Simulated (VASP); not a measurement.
AuZn (CsCl type) is relaxed at rising pressure, each step from the one before. Symmetry mostly holds the structure type, and other phases were not tried. The mesh follows the cell, and a change of mesh leaves a small step in the series.

Input:

```cif
data_AuZn
_chemical_formula_sum 'Zn1 Au1'
_space_group_name_H-M_alt 'P 1'
_space_group_IT_number 1
_cell_length_a 3.12968
_cell_length_b 3.12968
_cell_length_c 3.12968
_cell_angle_alpha 90.000
_cell_angle_beta 90.000
_cell_angle_gamma 90.000
loop_
_space_group_symop_operation_xyz
  'x, y, z'
loop_
_atom_site_label
_atom_site_type_symbol
_atom_site_fract_x
_atom_site_fract_y
_atom_site_fract_z
_atom_site_occupancy
Zn1 Zn 0.50000 0.50000 0.50000 1
Au1 Au 0.00000 0.00000 0.00000 1
```

Computed with PBEsol GGA, VASP's PBE PAW potentials (set 64) (plane waves; VASP). Numerical set-up: 500 eV cut-off, 12×12×12 Γ-centred mesh, first-order Methfessel-Paxton smearing of 0.10 eV, potentials Zn Au.

Unless said otherwise, spin-orbit coupling is left out, though it shifts the bands of the heavy elements here.

```tsv
P (GPa)	V (Å³/atom)	H − H(0) (eV/atom)	space group	gap on the mesh (eV)	k-mesh
0	15.33	0.000	Pm-3m	0.00	12×12×12
5	14.85	0.471	Pm-3m	0.00	12×12×12
10	(withheld)	(withheld)	Pm-3m	0.00	12×12×12
20	13.80	1.809	Pm-3m	0.00	12×12×12
30	(withheld)	(withheld)	Pm-3m	0.00	12×12×12
45	12.69	3.869	Pm-3m	0.00	12×12×12
```

**Question.** What belongs in the gaps?

**Answer.** 
- 10, V (Å³/atom): 14.45
- 10, H − H(0) (eV/atom): 0.928
- 30, V (Å³/atom): 13.30
- 30, H − H(0) (eV/atom): 2.654

Pressures at which the relaxation failed are left out.

The compound is AuZn in the CsCl type structure. The electron count is odd and the run is not spin-polarised, which forces a metal.
